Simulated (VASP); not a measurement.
Set up this calculation in VASP 6.6.1, as the native input.

| Item | Value |
| --- | --- |
| Task | relaxation of cell and atoms |
| Functional | PBE |
| Potentials or basis | VASP PAW PBE potentials, release 64 (Sn_d, Ge_d, O) |
| Cutoff | 520 eV |
| k mesh | 4 × 4 × 3 |
| Occupations | gaussian, width 0.15 eV |
| Spin | no spin polarisation |
| Further INCAR settings | PREC = Normal; ALGO = Fast; EDIFF = 0.0001; IBRION = 2; EDIFFG = -0.08; NSW = 24; ISIF = 3 |

The structure of Sn2GeO3 lies in POSCAR:

```
Sn2GeO3
1.0
    4.4022338300      0.0000000000      0.0000000000
   -2.2011169200      3.8124463300      0.0000000000
    0.0000000000      0.0000000000      6.0738445600
Sn Ge O
2 1 3
Direct
    0.3333333300      0.6666666700      0.7836853000
    0.6666666700      0.3333333300      0.2163147000
    0.0000000000      0.0000000000      0.0000000000
    0.5000000000      0.0000000000      0.0000000000
    0.0000000000      0.5000000000      0.0000000000
    0.5000000000      0.5000000000      0.0000000000
```

The cell was built by a generator and needn't be a form met in nature.

The input as run:

INCAR

```
PREC = Normal ; ENCUT = 520
EDIFF = 1E-4 ; ISMEAR = 0
SIGMA = 0.15 ; LREAL = False
LASPH = True ; NELM = 60
ALGO = Fast ; ISIF = 3
LWAVE = False ; LCHARG = False
GGA = PE ; IBRION = 2
NSW = 24 ; EDIFFG = -0.08
KPAR = 2
```

KPOINTS

```
regular mesh
0
Gamma
  4 4 3
```

Potentials or basis: VASP PAW PBE potentials, release 64 (Sn_d, Ge_d, O).

Command:

```console
$ cat potpaw_PBE.64/Sn_d/POTCAR potpaw_PBE.64/Ge_d/POTCAR potpaw_PBE.64/O/POTCAR > POTCAR
$ mpirun -np 2 vasp_std > vasp.out
```

It gave:

```
Relaxed volume                         : 23.12 Å³/atom
Relaxed cell                           : a = 5.373 Å, b = 5.373 Å, c = 5.548 Å, α = 90.00°, β = 90.00°, γ = 120.00°
Space group after relaxing (to 0.05 Å) : P-3m1 (No. 164)
Energy gained by relaxing              : 1281.7 meV/atom
Ionic steps                            : 22
Pressure after relaxing                : -0.3 GPa
Largest force after relaxing           : 0.026 eV/Å
Band gap on the k mesh                 : none (metal or under the smearing width)
```

Caveat: the k mesh is coarse (spacing up to 0.41 Å⁻¹), so the values aren't converged; the volume moved by over 15 % at a fixed basis, so the end points are rough; the relaxation stopped at a loose force limit of 0.08 eV/Å, so its end isn't a converged minimum.

Wall time 5.1 min on 2 MPI ranks on Intel(R) Xeon(R) Platinum 8488C (Sapphire Rapids), on a shared host, peak memory 0.18 GiB a rank.
